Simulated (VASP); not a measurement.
```
CdHg3Te4
1.0
    6.50546     0.00000     0.00000
    0.00000     6.50546     0.00000
    0.00000     0.00000     6.50546
Cd Hg Te
1 3 4
Direct
  0.00000   0.00000   0.00000
  0.00000   0.50000   0.50000
  0.50000   0.00000   0.50000
  0.50000   0.50000   0.00000
  0.24971   0.24971   0.24971
  0.24971   0.75029   0.75029
  0.75029   0.75029   0.24971
  0.75029   0.24971   0.75029
```

Method: PBEsol GGA, VASP's PBE PAW potentials (set 64) (plane waves; VASP 6.6.1). Settings: 400 eV cut-off, 6×6×6 Γ-centred mesh, tetrahedra with Blöchl corrections, potentials Cd Hg Te.

The cores are frozen, which limits the accuracy of field gradients.

Task: Give the principal components of the electric field gradient (V/Å²) and the asymmetry η at each nucleus.

Result: 
```json
[
 {"atom": "Cd1", "Vxx": "0.0", "Vyy": "0.0", "Vzz": "0.0", "η": "-"},
 {"atom": "Hg2", "Vxx": "-1.9", "Vyy": "-1.9", "Vzz": "3.8", "η": "0.00"},
 {"atom": "Hg3", "Vxx": "-1.9", "Vyy": "-1.9", "Vzz": "3.8", "η": "0.00"},
 {"atom": "Hg4", "Vxx": "-1.9", "Vyy": "-1.9", "Vzz": "3.8", "η": "0.00"},
 {"atom": "Te5", "Vxx": "35.0", "Vyy": "35.0", "Vzz": "-70.0", "η": "0.00"},
 {"atom": "Te6", "Vxx": "35.0", "Vyy": "35.0", "Vzz": "-70.0", "η": "0.00"},
 {"atom": "Te7", "Vxx": "35.0", "Vyy": "35.0", "Vzz": "-70.0", "η": "0.00"},
 {"atom": "Te8", "Vxx": "35.0", "Vyy": "35.0", "Vzz": "-70.0", "η": "0.00"}
]
```

The structure comes from a computed database's CdHg3Te4 entry (P-43m); how it stands against other phases isn't given here. It was relaxed first.
